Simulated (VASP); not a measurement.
A convergence study with VASP on MoTe$_{2}$: one setting is varied, all else stays as given below, so the limit is that of these other settings.

```
MoTe2
1.0
    3.53056     0.00000     0.00000
   -1.76528     3.05755     0.00000
    0.00000     0.00000    24.61342
Te Mo
4 2
Cartesian
  1.76528   1.01918  17.61342
  0.00000   2.03837  10.61250
  0.00000   2.03837   7.00001
  1.76528   1.01918  14.00093
  1.76528   1.01918   8.80631
  0.00000   2.03837  15.80721
```

Computed with LDA (Ceperley-Alder, Perdew-Zunger), VASP's LDA PAW potentials (set 64) (plane waves; VASP). The tightest run used: 600 eV cut-off, 7×7×1 Γ-centred mesh, Fermi-Dirac smearing of 0.010 eV, potentials Te Mo_sv.

Question: The settings run are ENCUT = 150; ENCUT = 180; ENCUT = 210; ENCUT = 255; ENCUT = 360; ENCUT = 450; ENCUT = 600. From which on does the energy per atom stay within 0.01 eV/atom of the tightest run?

Answer: From ENCUT = 255 on: it is off by 0.0022 there and by no more than 0.01 in any finer run, while ENCUT = 210 is off by 0.0419.
```json
[
 {"setting": "ENCUT = 150", "E (eV/atom)": "-5.7322", "largest force (eV/Å)": "0.731", "plane waves": "1153", "difference judged (eV/atom)": "1.1067"},
 {"setting": "ENCUT = 180", "E (eV/atom)": "-6.6245", "largest force (eV/Å)": "0.525", "plane waves": "1488", "difference judged (eV/atom)": "0.2144"},
 {"setting": "ENCUT = 210", "E (eV/atom)": "-6.7970", "largest force (eV/Å)": "0.441", "plane waves": "1852", "difference judged (eV/atom)": "0.0419"},
 {"setting": "ENCUT = 255", "E (eV/atom)": "-6.8367", "largest force (eV/Å)": "0.437", "plane waves": "2486", "difference judged (eV/atom)": "0.0022"},
 {"setting": "ENCUT = 360", "E (eV/atom)": "-6.8381", "largest force (eV/Å)": "0.445", "plane waves": "4193", "difference judged (eV/atom)": "0.0008"},
 {"setting": "ENCUT = 450", "E (eV/atom)": "-6.8388", "largest force (eV/Å)": "0.447", "plane waves": "5812", "difference judged (eV/atom)": "0.0001"},
 {"setting": "ENCUT = 600", "E (eV/atom)": "-6.8389", "largest force (eV/Å)": "0.448", "plane waves": "8894", "difference judged (eV/atom)": "0.0000"}
]
```

Left out are rungs that failed or repeat a setting and relaxations that didn't move; long series are thinned to 24 rows.

The cell is a sheet or thin cut with vacuum, built from a generated structure.
